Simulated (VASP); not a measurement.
Output of a VASP run:

### OSZICAR
```
       N       E                     dE             d eps       ncg     rms          rms(c)
DAV:   1     0.596192113093E+01    0.59619E+01   -0.45674E+03   784   0.975E+02
DAV:   2    -0.164593472838E+02   -0.22421E+02   -0.21070E+02  1112   0.115E+02
DAV:   3    -0.168750984313E+02   -0.41575E+00   -0.41575E+00   888   0.191E+01
DAV:   4    -0.168763471309E+02   -0.12487E-02   -0.12487E-02  1192   0.113E+00
DAV:   5    -0.168763474462E+02   -0.31539E-06   -0.31539E-06   880   0.167E-02    0.865E+00
DAV:   6    -0.151196164186E+02    0.17567E+01   -0.75752E+00   816   0.156E+01    0.379E+00
DAV:   7    -0.150700690445E+02    0.49547E-01   -0.32302E-01  1152   0.407E+00    0.174E+00
DAV:   8    -0.150623800814E+02    0.76890E-02   -0.18598E-02   776   0.126E+00    0.164E-01
DAV:   9    -0.150626716142E+02   -0.29153E-03   -0.82528E-04  1216   0.246E-01    0.103E-01
DAV:  10    -0.150627837358E+02   -0.11212E-03   -0.21444E-04  1016   0.115E-01    0.222E-02
DAV:  11    -0.150627846480E+02   -0.91222E-06   -0.44774E-05   960   0.411E-02    0.564E-03
DAV:  12    -0.150627847886E+02   -0.14062E-06   -0.17391E-06   712   0.103E-02
   1 F= -.15062785E+02 E0= -.15062785E+02  d E =-.150628E+02
```

**OUTCAR**
```
------------------------ aborting loop because EDIFF is reached ----------------------------------------
  FORCE on cell =-STRESS in cart. coord.  units (eV):
  Direction    XX          YY          ZZ          XY          YZ          ZX
  --------------------------------------------------------------------------------------
  Total       -0.0202250     -0.0202250     -0.0202250      0.0000000      0.0000000      0.0000000
  in kB       -1.5431771     -1.5431771     -1.5431771      0.0000000      0.0000000      0.0000000
  external PRESSURE =      -1.5431771 kB  Pullay stress =       0.0000000 kB
  volume of cell :       21.00
      direct lattice vectors                 reciprocal lattice vectors
     0.000000000  2.189699804  2.189699804    -0.228341802  0.228341802  0.228341802
     2.189699804  0.000000000  2.189699804     0.228341802 -0.228341802  0.228341802
     2.189699804  2.189699804  0.000000000     0.228341802  0.228341802 -0.228341802
  FREE ENERGIE OF THE ION-ELECTRON SYSTEM (eV)
  ---------------------------------------------------
  free  energy   TOTEN  =       -15.0627847886 eV

  energy  without entropy=      -15.0627847886  energy(sigma->0) =      -15.06278479

 reached required accuracy - stopping structural energy minimisation
```
(Selected blocks of OUTCAR.)

POSCAR:
```
SiC
1
   -0.0000000000     2.1896998039     2.1896998039
    2.1896998039     0.0000000000     2.1896998039
    2.1896998039     2.1896998039     0.0000000000
Si C
1 1
Direct
  0.0000000000   0.0000000000   0.0000000000
  0.2500000000   0.2500000000   0.2500000000
```

**Question.** Reconstruct the remaining input files.

**Answer.** Several could match; the one computed here: the input of the run itself, PBE GGA, plane waves, VASP's PBE PAW potentials (set 64).

File KPOINTS:
```
Automatic mesh
0
Gamma
10 10 10
0 0 0
```

### INCAR
```
ALGO=Normal
EDIFF=1E-6
EDIFFG=-0.02
ENCUT=620
GGA=PE
IBRION=2
ISIF=3
ISMEAR=0
LASPH=.True.
LCHARG=.False.
LREAL=.False.
LWAVE=.False.
NELM=100
NSW=40
PREC=Accurate
SIGMA=0.05
SYSTEM=SiC
```

POTCAR, in this order: Si C (PBE.64 set). Program: vasp_std.

The compound is SiC in the zinc blende structure. It was relaxed first.
